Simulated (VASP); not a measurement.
## La2O3: the relaxed cell at several levels

How close do the usual functionals, with and without dispersion, come to the cell of La2O3? The levels: LDA, PBE, r2SCAN, PBE + D3(BJ), r2SCAN + rVV10, RPBE, r2SCAN + D4 and optB88-vdW. The start is a computed cell from the Materials Project.

Program: VASP 6.6.1. Level of theory: LDA; plane waves and PAW (La, O), in the first sound run; inputs show where later runs differ. Results are calculated unless marked as measured.

The experiments to compare with:

“Electronic Percolation Threshold of Self-Standing Ag-LaCoO3 Porous Electrodes for Practical Applications” (2019, pmc:6696329) reports for La2O3, P-3m1 lanthanum oxide, by powder XRD (commercial precursor powder): lattice constant a 0.3937 nm [mixed-phase precursor powder, partly converted to La(OH)3; paper miscalls the phase …]; lattice constant c 0.6132 nm [mixed-phase precursor powder, partly converted to La(OH)3; paper miscalls the phase …].

Most raw output is cut from this account.

### 1. The starting structure

Before any relaxation, the start is as follows. Symmetry: P-3m1, No. 164, trigonal system. Conventional cell: a = 3.931 Å, b = 3.931 Å, c = 6.112 Å, α = 90.00°, β = 90.00°, γ = 120.00°. Nearest to La lie 7 O at 2.36 to 2.72 Å. Nearest to O lie 4 La at 2.36 to 2.44 Å. Nearest to O lie 6 La at 2.72 Å. Farther neighbours and most contacts between anions are not listed.

As a file:

```cif
data_structure
_symmetry_space_group_name_H-M 'P-3m1'
_symmetry_Int_Tables_number 164
_cell_length_a 3.9308
_cell_length_b 3.9308
_cell_length_c 6.1120
_cell_angle_alpha 90.000
_cell_angle_beta 90.000
_cell_angle_gamma 120.000
_cell_volume 81.78
loop_
_atom_site_label
_atom_site_type_symbol
_atom_site_symmetry_multiplicity
_atom_site_Wyckoff_symbol
_atom_site_fract_x
_atom_site_fract_y
_atom_site_fract_z
_atom_site_occupancy
La1 La 2 d 0.66667 0.33333 0.75376 1
O1 O 2 d 0.66667 0.33333 0.35411 1
O2 O 1 a 0.00000 0.00000 0.00000 1
```

### 2. Relaxation with LDA

The start need not lie at this functional's minimum. ISIF = 3 frees volume, shape and positions, and EDIFFG sets the threshold on forces and stress at which the search stops. LDA, the lowest rung, knows the local density alone.

Contents of INCAR:

```
SYSTEM = La2O3
PREC = Accurate
ENCUT = 560
EDIFF = 1E-06
NELM = 100
ISMEAR = -1
SIGMA = 0.05
LREAL = .FALSE.
ALGO = Normal
GGA = CA
NBANDS = 26
LASPH = .TRUE.
LORBIT = 11
LWAVE = .FALSE.
LCHARG = .FALSE.
KPAR = 4
IBRION = 2
NSW = 60
ISIF = 3
EDIFFG = -0.01
```

Contents of POSCAR:

```
La2O3
1.0
    3.9307778780      0.0000000000      0.0000000000
   -1.9653889390      3.4041534990      0.0000000000
    0.0000000000      0.0000000000      6.1119535200
La O
2 3
Direct
    0.6666666700      0.3333333300      0.7537643200
    0.3333333300      0.6666666700      0.2462356800
    0.6666666700      0.3333333300      0.3541093500
    0.3333333300      0.6666666700      0.6458906500
    0.0000000000      0.0000000000      0.0000000000
```

Contents of KPOINTS:

```
Automatic mesh
0
Gamma
7 7 4
0 0 0
```

PAW data sets: La and O (PBE family, release 64).

Launch:

```sh
$ mpirun -np 4 vasp_std
```

It took 5 min on 4 MPI ranks of AMD EPYC 7R43, shared host; peak memory 0.79 GiB.

The gap is read on the k-mesh alone, so it is an upper bound where the band edges lie off the mesh. The PAW data sets were made with PBE, though LDA sets exist; this is a small mismatch. The run keeps the 12 symmetry operations of its start, so it cannot find a distortion of lower symmetry.

Relaxation path:

```csv
step,energy less that of the first step (eV),largest force (eV/Å),pressure (GPa),volume (Å³)
1,0.0000,0.1542,-6.20,81.78
2,0.0284,0.8104,8.41,74.52
3,-0.0706,0.2589,-0.18,78.34
4,-0.0706,0.2677,-0.05,78.27
5,-0.0758,0.0428,0.04,77.96
6,-0.0762,0.0404,0.08,77.85
7,-0.0771,0.0451,-0.09,77.89
8,-0.0773,0.0496,-0.25,77.93
9,-0.0775,0.0546,0.28,77.65
10,-0.0776,0.0382,0.09,77.74
11,-0.0778,0.0126,0.04,77.73
12,-0.0778,0.0073,0.03,77.73
```

```csv
"conventional cell, symmetrised",before,after,change
a (Å),3.931,3.884,-1.2 %
b (Å),3.931,3.884,-1.2 %
c (Å),6.112,5.949,-2.7 %
volume (Å³/atom),16.36,15.55,-5.0 %
```

The atoms that moved most (Å, as changes of fractional coordinates times the final cell):

```csv
atom,dx,dy,dz,length
La2,0.000,0.000,-0.014,0.014
La1,0.000,0.000,0.014,0.014
```

Final coordinates:

```xyz
5
Lattice="3.8841 0.0000 0.0000 -1.9420 3.3637 0.0000 0.0000 0.0000 5.9493" Properties=species:S:1:pos:R:3 pbc="T T T"
La    1.9420    1.1212    4.4986
La    0.0000    2.2425    1.4507
O     1.9420    1.1212    2.1031
O     0.0000    2.2425    3.8462
O     0.0000    0.0000    0.0000
```

This step gave:

| Property | Result |
| --- | --- |
| electrons | 40 |
| bands | 26 |
| irreducible k-points | 28 |
| symmetry operations | 12 |
| free energy (TOTEN) | -46.04 eV |
| Fermi energy | 7.332 eV |
| pressure | 0.03027 GPa |
| metallic | no |
| valence top at k | 0.2857, 0.2857, 0.5 |
| conduction bottom at k | 0.2857, 0.2857, 0 |
| least direct gap at k | 0.2857, 0.2857, 0 |
| SCF cycles over all ionic steps | 96 |
| gap on the k-mesh | 3.836 eV |
| least direct gap on the k-mesh | 3.961 eV |

It ends with a largest force of 0.007 eV/Å and a pressure of 0.03 GPa. The conventional cell has a = 3.884 and c = 5.949 Å.

### 3. Relaxation with PBE

This step: PBE; plane waves and PAW (La, O) (VASP 6.6.1).

PBE, the usual starting point, adds the gradient of the density.

Changes to INCAR since step 2:

```diff
@@ -9,3 +9,3 @@
 ALGO = Normal
-GGA = CA
+GGA = PE
 NBANDS = 26
```

POSCAR is that of step 2.

KPOINTS is that of step 2.

Launch:

```sh
$ mpirun -np 4 vasp_std
```

Wall time 4 min (4 MPI ranks); peak memory 0.88 GiB.

Relaxation path:

```csv
step,energy less that of the first step (eV),largest force (eV/Å),pressure (GPa),volume (Å³)
1,0.0000,0.0121,1.56,81.78
2,-0.0010,0.1662,-1.38,83.68
3,-0.0048,0.0887,-0.04,82.78
4,-0.0058,0.0191,-0.02,82.89
5,-0.0060,0.0285,-0.01,82.95
6,-0.0062,0.0223,0.01,82.95
7,-0.0063,0.0169,0.03,82.95
8,-0.0063,0.0085,-0.01,82.99
```

```csv
"conventional cell, symmetrised",before,after,change
a (Å),3.931,3.937,+0.2 %
b (Å),3.931,3.937,+0.2 %
c (Å),6.112,6.182,+1.1 %
volume (Å³/atom),16.36,16.60,+1.5 %
```

The relaxed structure:

```xyz
5
Lattice="3.9372 0.0000 0.0000 -1.9686 3.4097 0.0000 0.0000 0.0000 6.1821" Properties=species:S:1:pos:R:3 pbc="T T T"
La    1.9686    1.1366    4.6539
La    0.0000    2.2731    1.5282
O     1.9686    1.1366    2.1910
O     0.0000    2.2731    3.9911
O     0.0000    0.0000    0.0000
```

Numbers from this step:

- free energy (TOTEN): -41.83 eV
- Fermi energy: 6.987 eV
- pressure: -0.01385 GPa
- valence top at k: 0.4286, 0, 0.5
- conduction bottom at k: 0.4286, 0, 0
- SCF cycles over all ionic steps: 64
- gap on the k-mesh: 3.905 eV
- least direct gap on the k-mesh: 4.103 eV

It ends at 16.60 Å³/atom, +1.5 % from the start, with -0.01 GPa left. The conventional cell has a = 3.937 and c = 6.182 Å.

### 4. Relaxation with r2SCAN

This step: r2SCAN; plane waves and PAW (La, O) (VASP 6.6.1).

r2SCAN adds the kinetic-energy density, costs more than a GGA and is run with LASPH.

Changes to INCAR since step 3:

```diff
@@ -9,5 +9,5 @@
 ALGO = Normal
-GGA = PE
+METAGGA = R2SCAN
+LASPH = .TRUE.
 NBANDS = 26
-LASPH = .TRUE.
 LORBIT = 11
```

POSCAR is that of step 3.

KPOINTS is that of step 3.

Launch:

```sh
$ mpirun -np 4 vasp_std
```

Elapsed: 7.6 min, on 4 MPI ranks; peak memory 0.83 GiB; 30 min of CPU time.

The PAW data sets were made with PBE, which is usual practice but a small mismatch for other functionals.

Little changed from the start: no atom moved by 0.005 Å and no cell edge by 0.1 %.

It ends at 16.37 Å³/atom, +0.1 % from the start, with 0.00 GPa left. The conventional cell has a = 3.931 and c = 6.118 Å.

### 5. Relaxation with PBE + D3(BJ)

This step: PBE with D3(BJ); plane waves and PAW (La, O) (VASP 6.6.1).

A dispersion term adds the long-range attraction that semilocal functionals lack. D3 with Becke-Johnson damping keeps a finite attraction at short range.

Changes to INCAR since step 4:

```diff
@@ -9,5 +9,6 @@
 ALGO = Normal
-METAGGA = R2SCAN
+GGA = PE
+IVDW = 12
+NBANDS = 26
 LASPH = .TRUE.
-NBANDS = 26
 LORBIT = 11
```

POSCAR is that of step 4.

KPOINTS is that of step 4.

Launch:

```sh
$ mpirun -np 4 vasp_std
```

Elapsed: 1.8 min, on 4 MPI ranks; peak memory 0.91 GiB; 7.1 min of CPU time.

Step by step:

```csv
step,energy less that of the first step (eV),largest force (eV/Å),pressure (GPa),volume (Å³)
1,0.0000,0.0108,-1.07,81.78
2,0.0000,0.1192,1.10,80.49
3,-0.0023,0.0577,0.01,81.14
4,-0.0023,0.0563,0.00,81.15
5,-0.0024,0.0077,-0.03,81.11
```

```csv
"conventional cell, symmetrised",before,after,change
a (Å),3.931,3.919,-0.3 %
b (Å),3.931,3.919,-0.3 %
c (Å),6.112,6.099,-0.2 %
volume (Å³/atom),16.36,16.22,-0.8 %
```

Final coordinates:

```xyz
5
Lattice="3.9187 0.0000 0.0000 -1.9594 3.3937 0.0000 0.0000 0.0000 6.0989" Properties=species:S:1:pos:R:3 pbc="T T T"
La    1.9594    1.1312    4.5995
La    0.0000    2.2625    1.4994
O     1.9594    1.1312    2.1596
O     0.0000    2.2625    3.9394
O     0.0000    0.0000    0.0000
```

It ends at 16.22 Å³/atom, -0.8 % from the start, with -0.03 GPa left. The conventional cell has a = 3.919 and c = 6.099 Å. Against plain PBE, the dispersion term moves a by -0.5 % and c by -1.3 %.

### 6. Relaxation with r2SCAN + rVV10

This step: r2SCAN with rVV10; plane waves and PAW (La, O) (VASP 6.6.1).

LUSE_VDW switches on a nonlocal correlation term for dispersion.

Changes to INCAR since step 5:

```diff
@@ -9,6 +9,9 @@
 ALGO = Normal
-GGA = PE
-IVDW = 12
+METAGGA = R2SCAN
+LUSE_VDW = .TRUE.
+IVDW_NL = 2
+BPARAM = 11.95
+CPARAM = 0.0093
+LASPH = .TRUE.
 NBANDS = 26
-LASPH = .TRUE.
 LORBIT = 11
```

POSCAR is that of step 5.

KPOINTS is that of step 5.

Launch:

```sh
$ mpirun -np 4 vasp_std
```

Wall time 17 min (4 MPI ranks); peak memory 1.5 GiB; 68 min of CPU time.

It ends at 16.22 Å³/atom, -0.8 % from the start, with -0.01 GPa left. The conventional cell has a = 3.926 and c = 6.076 Å. Against plain r2SCAN, the dispersion term moves a by -0.1 % and c by -0.7 %.

### 7. Relaxation with RPBE

This step: RPBE; plane waves and PAW (La, O) (VASP 6.6.1).

RPBE by itself binds more weakly than PBE and expands cells.

Changes to INCAR since step 6:

```diff
@@ -9,9 +9,5 @@
 ALGO = Normal
-METAGGA = R2SCAN
-LUSE_VDW = .TRUE.
-IVDW_NL = 2
-BPARAM = 11.95
-CPARAM = 0.0093
+GGA = RP
+NBANDS = 26
 LASPH = .TRUE.
-NBANDS = 26
 LORBIT = 11
```

POSCAR is that of step 6.

KPOINTS is that of step 6.

Launch:

```sh
$ mpirun -np 4 vasp_std
```

Elapsed: 4 min, on 4 MPI ranks; peak memory 0.89 GiB.

It ends at 17.06 Å³/atom, +4.3 % from the start, with -0.01 GPa left. The conventional cell has a = 3.960 and c = 6.280 Å.

### 8. Relaxation with r2SCAN + D4

This step: r2SCAN with D4; plane waves and PAW (La, O) (VASP 6.6.1).

D4 lets the coefficients depend on atomic charges too.

Changes to INCAR since step 7:

```diff
@@ -9,5 +9,10 @@
 ALGO = Normal
-GGA = RP
+METAGGA = R2SCAN
+IVDW = 13
+VDW_S6 = 1
+VDW_S8 = 0.6018749
+VDW_A1 = 0.51559235
+VDW_A2 = 5.77342911
+LASPH = .TRUE.
 NBANDS = 26
-LASPH = .TRUE.
 LORBIT = 11
```

POSCAR is that of step 7.

KPOINTS is that of step 7.

Launch:

```sh
$ mpirun -np 4 vasp_std
```

The job ended after 8.1 min (4 MPI ranks; peak memory 0.85 GiB; 32 min of CPU time).

It ends at 16.23 Å³/atom, -0.8 % from the start, with 0.08 GPa left. The conventional cell has a = 3.923 and c = 6.088 Å. Against plain r2SCAN, the dispersion term moves a by -0.2 % and c by -0.5 %.

### 9. Relaxation with optB88-vdW

This step: optB88-vdW; plane waves and PAW (La, O) (VASP 6.6.1).

optB88-vdW pairs nonlocal correlation with a B88-type exchange refitted to the binding of molecular dimers.

Changes to INCAR since step 8:

```diff
@@ -9,8 +9,7 @@
 ALGO = Normal
-METAGGA = R2SCAN
-IVDW = 13
-VDW_S6 = 1
-VDW_S8 = 0.6018749
-VDW_A1 = 0.51559235
-VDW_A2 = 5.77342911
+GGA = BO
+AGGAC = 0
+LUSE_VDW = .TRUE.
+PARAM1 = 0.1833333333
+PARAM2 = 0.22
 LASPH = .TRUE.
```

POSCAR is that of step 8.

KPOINTS is that of step 8.

Launch:

```sh
$ mpirun -np 4 vasp_std
```

Elapsed: 5.7 min, on 4 MPI ranks; peak memory 1.8 GiB; 22 min of CPU time.

It ends at 16.45 Å³/atom, +0.6 % from the start, with 0.02 GPa left. The conventional cell has a = 3.937 and c = 6.130 Å.

### 10. The cells as a table

This step: relaxed cells at several levels; plane waves and PAW (VASP 6.6.1).

Derived from the runs above.

Lengths are those of the conventional cell; cost is the wall time of each run, as given at its step, times its ranks, without the set-up around it. Results by level, by row:

```csv
level,volume (Å³/atom),change from the start (%),a (Å),c (Å),cost (core minutes)
LDA,15.55,-5,3.884,5.949,19.8
PBE,16.6,1.5,3.937,6.182,15.8
r2SCAN,16.37,0.1,3.931,6.118,30.3
PBE + D3(BJ),16.22,-0.8,3.919,6.099,7.2
r2SCAN + rVV10,16.22,-0.8,3.926,6.076,67.7
RPBE,17.06,4.3,3.96,6.28,16
r2SCAN + D4,16.23,-0.8,3.923,6.088,32.5
optB88-vdW,16.45,0.6,3.937,6.13,22.7
```

### 11. Outcome

| Item | Value |
| --- | --- |
| volume, LDA | 15.55 Å³/atom |
| volume, PBE | 16.60 Å³/atom |
| volume, r2SCAN | 16.37 Å³/atom |
| volume, PBE + D3(BJ) | 16.22 Å³/atom |
| volume, r2SCAN + rVV10 | 16.22 Å³/atom |
| volume, RPBE | 17.06 Å³/atom |
| volume, r2SCAN + D4 | 16.23 Å³/atom |
| volume, optB88-vdW | 16.45 Å³/atom |

What this shows: For La2O3 the levels give volumes between 15.55 Å³/atom (LDA) and 17.06 Å³/atom (RPBE), a spread of 9.7 %, while the cost of the finished runs spans a factor of 9.4. Within 1 % of experiment on every length: PBE, r2SCAN, PBE + D3(BJ), r2SCAN + rVV10, r2SCAN + D4 and optB88-vdW. The nearest, optB88-vdW, took 3.1 times the core time of PBE + D3(BJ) and lowers the largest miss from 0.54 to 0.03 %. Thermal and zero-point expansion, often some tenths of a per cent in length, bear on this order: with the measured lengths lowered by an assumed 0.4 % the nearest becomes PBE + D3(BJ). The costs hold the number of ionic steps as well as the price of the functional. The closing table has room for seven levels; r2SCAN + D4 stands in the table of levels alone. Adding D3(BJ) to PBE changes the volume by -2.3 % (a by -0.5 % and c by -1.3 %). Adding rVV10 to r2SCAN changes the volume by -0.9 % (a by -0.1 % and c by -0.7 %). Adding D4 to r2SCAN changes the volume by -0.9 % (a by -0.2 % and c by -0.5 %). Within 0.02 Å all end in space group P-3m1; the runs can't lower the symmetry of the start. Each is a single relaxation on the plane waves of the start cell, so larger changes of volume carry a basis-set error that was not tested here.

Computed beside measured:

| quantity | measured | LDA | PBE | r2SCAN | PBE + D3(BJ) | r2SCAN + rVV10 | RPBE | optB88-vdW |
| --- | --- | --- | --- | --- | --- | --- | --- | --- |
| lattice constant a (Å) | 3.937 | 3.884 (-1.3 %) | 3.937 (+0.0 %) | 3.931 (-0.2 %) | 3.919 (-0.5 %) | 3.926 (-0.3 %) | 3.960 (+0.6 %) | 3.937 (-0.0 %) |
| lattice constant c (Å) | 6.132 | 5.949 (-3.0 %) | 6.182 (+0.8 %) | 6.118 (-0.2 %) | 6.099 (-0.5 %) | 6.076 (-0.9 %) | 6.280 (+2.4 %) | 6.130 (-0.0 %) |

Measured values from pmc:6696329 (2019).

Verdict: For the lattice constant a, of the levels listed nearest comes PBE (+0.0 %, good agreement) and farthest LDA (-1.3 %, fair agreement). For the lattice constant c, of the levels listed nearest comes optB88-vdW (-0.0 %, good agreement) and farthest LDA (-3.0 %, a clear miss). The grades are ours: good and fair within 0.7 and 1.5 % for the lattice constant a and 0.8 and 2 % for the lattice constant c. Zero-point motion and thermal expansion are not in the computed lattice constants.

[Lines on the potential files, build, host, timing and source positions are cut from VASP's logs without a mark.]

[Logs are printed without paths, hosts, clocks, repeated set-up lines and the standing remarks that a program may print on its own settings, such as how far it seeks lower states.]

[Hosts, paths, dates, database ids (printed as entryN), source tags and the programs' standing remarks are cut or masked in the printed files.]

[A measured line is paired with the nearest computed mode of its activity, which favours agreement.]
